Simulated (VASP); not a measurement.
# BiRu (Fm-3m) in VASP: further runs

The runs below take BiRu through density of states, electric field gradients, with PBE.

All numbers are computed with VASP 6.6.1; they aren't measurements. Logs are shortened: lines on timing, memory, paths and dates and some standing lists are left out, and cuts for length are marked.

## Step 1: Starting point

Symmetry: Fm-3m, No. 225, cubic system. The conventional cell has a = 5.549 Å, b = 5.549 Å, c = 5.549 Å, α = 90.00°, β = 90.00°, γ = 90.00°. Ru (site symmetry m-3m) is surrounded by 6 Bi at 2.77 Å. Around Bi (site symmetry m-3m) lie 6 Ru at 2.77 Å.

The cell comes from a database or a generator and needn't be the stable form of this composition.

## Step 2: Density of states, PBE

POSCAR reads:

```
BiRu
1.0
    0.0000000000      2.7747409752      2.7747409752
    2.7747409752      0.0000000000      2.7747409752
    2.7747409752      2.7747409752      0.0000000000
Ru Bi
1 1
Direct
    0.0000000000      0.0000000000      0.0000000000
    0.5000000000      0.5000000000      0.5000000000
```

INCAR.step1 reads:

```
  PREC = Accurate
  ENCUT = 520
  EDIFF = 1E-6
  ISMEAR = -1
  SIGMA = 0.05
  LREAL = F
  LASPH = T
  NELM = 100
  ALGO = Normal
  ISIF = 2
  LWAVE = F
  LCHARG = T
  LMAXMIX = 4
  GGA = PE
  NBANDS = 22
```

KPOINTS.step1 reads:

```
regular mesh
0
Gamma
  10 10 10
```

INCAR.step2 reads:

```
  PREC = Accurate
  ENCUT = 520
  EDIFF = 1E-6
  ISMEAR = -5
  SIGMA = 0.05
  LREAL = F
  LASPH = T
  NELM = 100
  ALGO = Normal
  ISIF = 2
  LWAVE = F
  LCHARG = F
  LMAXMIX = 4
  GGA = PE
  LORBIT = 11
  NEDOS = 1001
  ICHARG = 11
```

KPOINTS.step2 reads:

```
regular mesh
0
Gamma
  15 15 15
```

Potentials or basis: VASP PAW PBE potentials, release 64 (Ru_pv, Bi_d).

Launch:

```console
cat potpaw_PBE.64/Ru_pv/POTCAR potpaw_PBE.64/Bi_d/POTCAR > POTCAR
cp INCAR.step1 INCAR
cp KPOINTS.step1 KPOINTS
mpirun -np 1 vasp_std > vasp.out
cp INCAR.step2 INCAR
cp KPOINTS.step2 KPOINTS
mpirun -np 1 vasp_std > vasp.out
```

OUTCAR:

```text
PREC = Accurate
   ENCUT = 520
   EDIFF = 1E-6
   ISMEAR = -5
   LREAL = F
   LASPH = T
   NELM = 100
   ISIF = 2
   GGA = PE
   LORBIT = 11
   ICHARG = 11

 ion  position               nearest neighbor table
   1  0.000  0.000  0.000-   2 2.77   2 2.77   2 2.77   2 2.77   2 2.77   2 2.77
   2  0.500  0.500  0.500-   1 2.77   1 2.77   1 2.77   1 2.77   1 2.77   1 2.77

  LATTYP: Found a face centered cubic cell.
 ALAT       =     5.5494819504

  Lattice vectors:

 A1 = (   0.0000000000,   2.7747409752,   2.7747409752)
 A2 = (   2.7747409752,   0.0000000000,   2.7747409752)
 A3 = (   2.7747409752,   2.7747409752,   0.0000000000)

Analysis of symmetry for initial positions (statically):
=====================================================================
 Subroutine PRICEL returns:
 Original cell was already a primitive cell.

 Routine SETGRP: Setting up the symmetry group for a
 face centered cubic supercell.

 Subroutine GETGRP returns: Found 48 space group operations
 (whereof 48 operations were pure point group operations)
 out of a pool of 48 trial point group operations.

The static configuration has the point symmetry O_h .

Analysis of symmetry for dynamics (positions and initial velocities):
=====================================================================
 Subroutine PRICEL returns:
 Original cell was already a primitive cell.

 Routine SETGRP: Setting up the symmetry group for a
 face centered cubic supercell.

 Subroutine GETGRP returns: Found 48 space group operations
 (whereof 48 operations were pure point group operations)
 out of a pool of 48 trial point group operations.

The dynamic configuration has the point symmetry O_h .

 Subroutine INISYM returns: Found 48 space group operations
 (whereof 48 operations are pure point group operations),
 and found     1 'primitive' translations

----------------------------------------------------------------------------------------

                                     Primitive cell

  volume of cell :      42.7265

  direct lattice vectors                    reciprocal lattice vectors
     0.000000000  2.774740975  2.774740975    -0.180197000  0.180197000  0.180197000
     2.774740975  0.000000000  2.774740975     0.180197000 -0.180197000  0.180197000
     2.774740975  2.774740975  0.000000000     0.180197000  0.180197000 -0.180197000

  length of vectors
     3.924076319  3.924076319  3.924076319     0.312110360  0.312110360  0.312110360

  position of ions in fractional coordinates (direct lattice)
     0.000000000  0.000000000  0.000000000
     0.500000000  0.500000000  0.500000000

  ion indices of the primitive-cell ions
   primitive index   ion index
                 1           1
                 2           2

----------------------------------------------------------------------------------------

 KPOINTS: regular mesh

Automatic generation of k-mesh.
 Grid dimensions read from file:
 generate k-points for:   15   15   15

 Generating k-lattice:

  Cartesian coordinates                     Fractional coordinates (reciprocal lattice)
    -0.012013133  0.012013133  0.012013133     0.066666667  0.000000000  0.000000000
     0.012013133 -0.012013133  0.012013133     0.000000000  0.066666667  0.000000000
     0.012013133  0.012013133 -0.012013133     0.000000000  0.000000000  0.066666667

  Length of vectors
     0.020807357  0.020807357  0.020807357

  Shift w.r.t. Gamma in fractional coordinates (k-lattice)
     0.000000000  0.000000000  0.000000000

 TETIRR: Found    484 inequivalent tetrahedra from    20250

 Subroutine IBZKPT returns following result:
 ===========================================

 Found    120 irreducible k-points:

 Following reciprocal coordinates:
            Coordinates               Weight
  0.000000  0.000000  0.000000      1.000000
  0.066667  0.000000  0.000000      8.000000
  0.133333  0.000000  0.000000      8.000000
  0.200000  0.000000  0.000000      8.000000
  0.266667  0.000000  0.000000      8.000000
  0.333333  0.000000  0.000000      8.000000
[... 16 lines left out ...]
  0.133333  0.133333  0.000000      6.000000
  0.200000  0.133333  0.000000     24.000000
 [... further k-points ...]
   k-points           NKPTS =    120   k-points in BZ     NKDIM =    120   number of bands    NBANDS=     18
   number of dos      NEDOS =   1001   number of ions     NIONS =      2
   total plane-waves  NPLWV =  27000
   dimension x,y,z NGX =    30 NGY =   30 NGZ =   30
   dimension x,y,z NGXF=    60 NGYF=   60 NGZF=   60
   ions per type =               1   1
   NGX,Y,Z   is equivalent  to a cutoff of  12.71, 12.71, 12.71 a.u.
   NGXF,Y,Z  is equivalent  to a cutoff of  25.42, 25.42, 25.42 a.u.
 SYSTEM =  unknown system
   PREC   = accura    normal or accurate (medium, high low for compatibility)
   ISTART =      0    job   : 0-new  1-cont  2-samecut
   ICHARG =     11    charge: 1-file 2-atom 10-const
   ISPIN  =      1    spin polarized calculation?
   LNONCOLLINEAR =      F non collinear calculations
   LSORBIT =      F    spin-orbit coupling
   LASPH  =      T    aspherical Exc in radial PAW
   ENCUT  =  520.0 eV  38.22 Ry    6.18 a.u.   7.30  7.30  7.30*2*pi/ulx,y,z
   NELM   =    100;   NELMIN=  2; NELMDL=  0     # of ELM steps
   EDIFF  = 0.1E-05   stopping-criterion for ELM
   LREAL  =      F    real-space projection
   EDIFFG = 0.1E-04   stopping-criterion for IOM
   NSW    =      0    number of steps for IOM
   IBRION =     -1    ionic relax: 0-MD 1-quasi-New 2-CG
   NFREE  =      0    steps in history (QN), initial steepest desc. (CG)
   ISIF   =      2    stress and relaxation
   ISYM   =      2    0-nonsym 1-usesym 2-fastsym
   POTIM  = 0.5000    time-step for ionic-motion
   TEBEG  =    0.0;   TEEND  =   0.0 temperature during run
   PSTRESS=    0.0 pullay stress
   NELECT =      29.0000    total number of electrons
   NUPDOWN=      -1.0000    fix difference up-down
   EMIN   =  10.00;   EMAX   =-10.00  energy-range for DOS
   EFERMI =   0.00;   METHOD = LEGACY
   ISMEAR =    -5;   SIGMA  =   0.05  broadening in eV -4-tet -1-fermi 0-gaus
   EFERMI_NEDOS =   21; number of points for ismear=-14 and -15
   IALGO  =     38    algorithm
   IMIX   =      4    mixing-type and parameters
     AMIX     =   0.40;   BMIX     =  1.00
     AMIX_MAG =   1.60;   BMIX_MAG =  1.00
  volume/ion in A,a.u.               =      21.36       144.17
  Fermi-wavevector in a.u.,A,eV,Ry     =   1.438716  2.718779 28.162747  2.069904
  Thomas-Fermi vector in A             =   2.557652
   LORBIT       =     11    0 simple, 1 ext, 2 COOP (PROOUT), +10 PAW based schemes
   GGA     = PE    functional components
   LHFCALC =     F    Hartree Fock is set to
   AEXX    =    0.0000 exact exchange contribution
   IVDW    =     0    specifies the selected vdW correction
   LEPSILON=     F    determine dielectric tensor
   LRPA    =     F    only Hartree local field effects (RPA)
 non-spin polarized calculation
 Fermi weights with tetrahedron method with Bloechl corrections
  energy-cutoff  :      520.00
  volume of cell :       42.73
 maximum number of plane-waves:      1173
 NGX is ok and might be reduce to    30

 number of electron      29.0000001 magnetization

 Free energy of the ion-electron system (eV)
  ---------------------------------------------------
  ext. energy  EPLUGINS =         0.00000000
  ---------------------------------------------------
  free energy    TOTEN  =       -11.60346818 eV

  energy without entropy =      -11.60346818  energy(sigma->0) =      -11.60346818

 E-fermi :   9.5373     XC(G=0): -11.7042

 val. band max:        9.5181343222   @ k =  -0.4667   0.2667   0.1333
 cond. band min:       9.4753461172   @ k =  -0.4667   0.4667   0.0667
 fundamental gap:     -0.0427882050
 Fermi energy:         9.5373308335

 k-point     1 :       0.0000    0.0000    0.0000
  band No.  band energies     occupation
      1     -32.2538      2.00000
      2     -32.2538      2.00000
      3     -32.2538      2.00000
      4     -13.3067      2.00000
      5     -13.3067      2.00000
      6     -13.2379      2.00000
[... 10 lines left out ...]
     17      11.6188      0.00000
     18      14.7968      0.00000

 k-point     2 :       0.0667    0.0000    0.0000
  band No.  band energies     occupation
      1     -32.2547      2.00000
      2     -32.2540      2.00000
      3     -32.2540      2.00000
      4     -13.3048      2.00000
      5     -13.3048      2.00000
      6     -13.2372      2.00000
[... 10 lines left out ...]
     17      11.8261      0.00000
     18      15.3424      0.00000

 k-point     3 :       0.1333    0.0000    0.0000
  band No.  band energies     occupation
      1     -32.2572      2.00000
      2     -32.2547      2.00000
      3     -32.2547      2.00000
      4     -13.2993      2.00000
      5     -13.2993      2.00000
      6     -13.2351      2.00000
[... 10 lines left out ...]
     17      12.3417      0.00000
     18      16.1497      0.00000

 k-point     4 :       0.2000    0.0000    0.0000
  band No.  band energies     occupation
      1     -32.2608      2.00000
      2     -32.2557      2.00000
      3     -32.2557      2.00000
      4     -13.2917      2.00000
      5     -13.2917      2.00000
      6     -13.2321      2.00000
[... 375 lines left out ...]
      4     -13.3031      2.00000
      5     -13.3003      2.00000
      6     -13.2370      2.00000
[... 10 lines left out ...]
     17      12.3660      0.00000
     18      16.0115      0.00000

 k-point    23 :       0.1333    0.1333    0.0000
  band No.  band energies     occupation
      1     -32.2581      2.00000
      2     -32.2550      2.00000
      3     -32.2550      2.00000
      4     -13.3018      2.00000
      5     -13.2941      2.00000
      6     -13.2424      2.00000
[... 10 lines left out ...]
     17      11.5460      0.00000
     18      17.2313      0.00000

 k-point    24 :       0.2000    0.1333    0.0000
  band No.  band energies     occupation
      1     -32.2604      2.00000
      2     -32.2558      2.00000
      3     -32.2557      2.00000
      4     -13.2980      2.00000
      5     -13.2888      2.00000
      6     -13.2430      2.00000
[... 10 lines left out ...]
     17      12.2146      0.00000
     18      17.2702      0.00000

 [... further k-points ...]

------------------------ aborting loop because EDIFF is reached ----------------------------------------

  FORCE on cell =-STRESS in cart. coord.  units (eV):
  Direction    XX          YY          ZZ          XY          YZ          ZX
  --------------------------------------------------------------------------------------
  -------------------------------------------------------------------------------------
  Total       -0.0374342     -0.0374342     -0.0374342     -0.0000000      0.0000000      0.0000000
  in kB       -1.4037231     -1.4037231     -1.4037231     -0.0000000      0.0000000      0.0000000
  external PRESSURE =      -1.4037231 kB  Pullay stress =       0.0000000 kB

 VOLUME and BASIS-vectors are now :
 -----------------------------------------------------------------------------
  energy-cutoff  :      520.00
  volume of cell :       42.73
      direct lattice vectors                 reciprocal lattice vectors
     0.000000000  2.774740975  2.774740975    -0.180197000  0.180197000  0.180197000
     2.774740975  0.000000000  2.774740975     0.180197000 -0.180197000  0.180197000
     2.774740975  2.774740975  0.000000000     0.180197000  0.180197000 -0.180197000

 POSITION                                       TOTAL-FORCE (eV/Angst)
 -----------------------------------------------------------------------------------
      0.00000      0.00000      0.00000         0.000000      0.000000      0.000000
      2.77474      2.77474      2.77474        -0.000000     -0.000000     -0.000000
 -----------------------------------------------------------------------------------
    total drift:                                0.000000      0.000000      0.000000

  FREE ENERGIE OF THE ION-ELECTRON SYSTEM (eV)
  ---------------------------------------------------
  free  energy   TOTEN  =       -11.6034681813 eV

  energy  without entropy=      -11.6034681813  energy(sigma->0) =      -11.60346818

 total charge

# of ion       s       p       d       tot
------------------------------------------
    1        0.267   6.116   6.284  12.667
    2        1.431   1.500   9.962  12.894
--------------------------------------------------
tot          1.698   7.616  16.246  25.561
```

Wall time 58 s (1 thread of Intel Xeon Platinum 8488C (Sapphire Rapids), shared host); peak memory 0.23 GiB.

Results:

| Property | Result |
| --- | --- |
| Valence electrons inside the program's atomic spheres | Ru 12.67; Bi 12.89 |

Levels at points of the mesh, in eV from the Fermi level:
```csv
k point,band 11,band 12,band 13,band 14,band 15,band 16,band 17,band 18
"(0.00, 0.00, 0.00)",-1.49,-1.49,-1.17,-1.17,2.08,2.08,2.08,5.26
```

States per cell in windows of 0.5 eV (zero at the Fermi level; states under -8 eV left out):
| from (eV) | total | Ru1_d | Bi2_p | Ru1_s | Ru1_p | Bi2_d | Bi2_s |
| --- | --- | --- | --- | --- | --- | --- | --- |
| -8.0 | 0.00 | 0.00 | 0.00 | 0.00 | 0.00 | 0.00 | 0.00 |
| -7.5 | 0.00 | 0.00 | 0.00 | 0.00 | 0.00 | 0.00 | 0.00 |
| -7.0 | 0.00 | 0.00 | 0.00 | 0.00 | 0.00 | 0.00 | 0.00 |
| -6.5 | 0.00 | 0.00 | 0.00 | 0.00 | 0.00 | 0.00 | 0.00 |
| -6.0 | 0.04 | 0.01 | 0.01 | 0.01 | 0.00 | 0.00 | 0.00 |
| -5.5 | 0.23 | 0.03 | 0.06 | 0.03 | 0.00 | 0.00 | 0.00 |
| -5.0 | 0.54 | 0.09 | 0.15 | 0.05 | 0.01 | 0.00 | 0.01 |
| -4.5 | 0.84 | 0.14 | 0.24 | 0.04 | 0.03 | 0.00 | 0.01 |
| -4.0 | 0.40 | 0.10 | 0.10 | 0.01 | 0.01 | 0.00 | 0.01 |
| -3.5 | 1.70 | 0.75 | 0.38 | 0.01 | 0.03 | 0.01 | 0.00 |
| -3.0 | 1.26 | 0.63 | 0.25 | 0.01 | 0.02 | 0.02 | 0.00 |
| -2.5 | 0.67 | 0.37 | 0.10 | 0.00 | 0.01 | 0.01 | 0.00 |
| -2.0 | 0.34 | 0.21 | 0.04 | 0.00 | 0.00 | 0.01 | 0.00 |
| -1.5 | 1.16 | 0.86 | 0.05 | 0.00 | 0.01 | 0.02 | 0.00 |
| -1.0 | 2.84 | 2.33 | 0.06 | 0.01 | 0.01 | 0.02 | 0.01 |
| -0.5 | 1.31 | 0.96 | 0.07 | 0.06 | 0.01 | 0.01 | 0.01 |
| 0.0 | 0.87 | 0.52 | 0.09 | 0.05 | 0.01 | 0.01 | 0.03 |
| 0.5 | 0.74 | 0.41 | 0.09 | 0.04 | 0.02 | 0.02 | 0.03 |
| 1.0 | 0.64 | 0.32 | 0.10 | 0.02 | 0.03 | 0.01 | 0.02 |
| 1.5 | 0.55 | 0.24 | 0.11 | 0.01 | 0.03 | 0.01 | 0.02 |
| 2.0 | 0.55 | 0.19 | 0.14 | 0.01 | 0.03 | 0.01 | 0.02 |
| 2.5 | 0.43 | 0.15 | 0.10 | 0.01 | 0.02 | 0.01 | 0.01 |
| 3.0 | 0.39 | 0.12 | 0.09 | 0.01 | 0.02 | 0.01 | 0.01 |
| 3.5 | 0.36 | 0.10 | 0.08 | 0.02 | 0.02 | 0.01 | 0.01 |
| 4.0 | 0.37 | 0.09 | 0.08 | 0.02 | 0.02 | 0.02 | 0.02 |
| 4.5 | 0.28 | 0.06 | 0.06 | 0.03 | 0.02 | 0.01 | 0.01 |
| 5.0 | 0.25 | 0.04 | 0.03 | 0.03 | 0.02 | 0.02 | 0.01 |
| 5.5 | 0.49 | 0.04 | 0.04 | 0.04 | 0.05 | 0.05 | 0.03 |
| 6.0 | 0.45 | 0.03 | 0.04 | 0.03 | 0.05 | 0.04 | 0.02 |
| 6.5 | 0.41 | 0.02 | 0.03 | 0.03 | 0.05 | 0.04 | 0.02 |
| 7.0 | 0.18 | 0.01 | 0.01 | 0.01 | 0.02 | 0.01 | 0.01 |
| 7.5 | 0.03 | 0.00 | 0.00 | 0.00 | 0.00 | 0.00 | 0.00 |

Caveat: spin-orbit coupling is left out, which moves the levels of the heavy elements; tetrahedron occupations give inexact forces and stress in metals.

## Step 3: Electric field gradients, PBE (volume scaled by 1.06, crystal datasets)

INCAR reads:

```
SYSTEM = BiRu
PREC = Accurate
ENCUT = 520
EDIFF = 1E-8
ISMEAR = -1
SIGMA = 0.05
LREAL = .FALSE.
LASPH = .TRUE.
NELM = 100
ALGO = Normal
ISIF = 2
LWAVE = .FALSE.
LCHARG = .FALSE.
GGA = PE
LEFG = .TRUE.
NBANDS = 22
```

KPOINTS reads:

```
regular mesh
0
G
  10 10 10
  0 0 0
```

POSCAR reads:

```
BiRu
1.0
    0.0000000000      2.8291614772      2.8291614772
    2.8291614772      0.0000000000      2.8291614772
    2.8291614772      2.8291614772      0.0000000000
Ru Bi
1 1
Direct
    0.0000000000      0.0000000000      0.0000000000
    0.5000000000      0.5000000000      0.5000000000
```

Potentials or basis: VASP PAW PBE potentials, release 64 (Ru_pv, Bi_d).

Launch:

```console
cat potpaw_PBE.64/Ru_pv/POTCAR potpaw_PBE.64/Bi_d/POTCAR > POTCAR
mpirun -np 1 vasp_std > vasp.out
```

OUTCAR:

```text
SYSTEM = BiRu
   PREC = Accurate
   ENCUT = 520
   EDIFF = 1E-8
   ISMEAR = -1
   LREAL = .FALSE.
   LASPH = .TRUE.
   NELM = 100
   ISIF = 2
   GGA = PE

 ion  position               nearest neighbor table
   1  0.000  0.000  0.000-   2 2.83   2 2.83   2 2.83   2 2.83   2 2.83   2 2.83
   2  0.500  0.500  0.500-   1 2.83   1 2.83   1 2.83   1 2.83   1 2.83   1 2.83

  LATTYP: Found a face centered cubic cell.
 ALAT       =     5.6583229544

  Lattice vectors:

 A1 = (   0.0000000000,   2.8291614772,   2.8291614772)
[... 814 lines left out ...]
  ---------------------------------------------------
  free  energy   TOTEN  =       -11.5699633981 eV

  energy  without entropy=      -11.5455385473  energy(sigma->0) =      -11.55775097

 Electric field gradients (V/A^2)
---------------------------------------------------------------------
 ion       V_xx      V_yy      V_zz      V_xy      V_xz      V_yz
---------------------------------------------------------------------
   1       0.000     0.000     0.000     0.002     0.002     0.002
   2       0.000     0.000     0.000     0.001     0.001     0.001
---------------------------------------------------------------------

 Electric field gradients after diagonalization (V/A^2)
 (convention: |V_zz| > |V_xx| > |V_yy|)
----------------------------------------------------------------------
 ion       V_xx      V_yy      V_zz     asymmetry (V_yy - V_xx)/ V_zz
----------------------------------------------------------------------
   1      -0.002    -0.002     0.003       0.000
   2      -0.001    -0.001     0.001       0.000
----------------------------------------------------------------------

           NMR quadrupolar parameters

 Cq : quadrupolar parameter    Cq=e*Q*V_zz/h
 eta: asymmetry parameters     (V_yy - V_xx)/ V_zz
 Q  : nuclear electric quadrupole moment in mb (millibarn)
----------------------------------------------------------------------
 ion       Cq(MHz)       eta       Q (mb)
----------------------------------------------------------------------
   1       0.000       0.000       1.000
   2       0.000       0.000       1.000
----------------------------------------------------------------------
```

stdout:

```text
POSCAR found type information on POSCAR RuBi
 POSCAR found :  2 types and       2 ions
 scaLAPACK will be used
 LDA part: xc-table for (Slater+PW92), standard interpolation
 POSCAR, INCAR and KPOINTS ok, starting setup
 FFT: planning ... GRIDC
 FFT: planning ... GRID_SOFT
 FFT: planning ... GRID
 WAVECAR not read
 entering main loop
ion   1

ion   2
```

Run time: 35 s. Hardware: 1 thread of Intel Xeon Platinum 8488C (Sapphire Rapids), shared host; peak memory 0.19 GiB.

What came out:

```yaml
Free_energy: -11.5700 eV
Pressure: -5.6 GPa
Band_gap_on_the_k_mesh: none (metal or under the smearing width)
```

Electric field gradients, principal values (V/Å²):
```tsv
atom	Vxx	Vyy	Vzz
1 Ru	-0.002	-0.002	0.003
2 Bi	-0.001	-0.001	0.001
```

Caveat: spin-orbit coupling is left out, which moves the levels of the heavy elements.
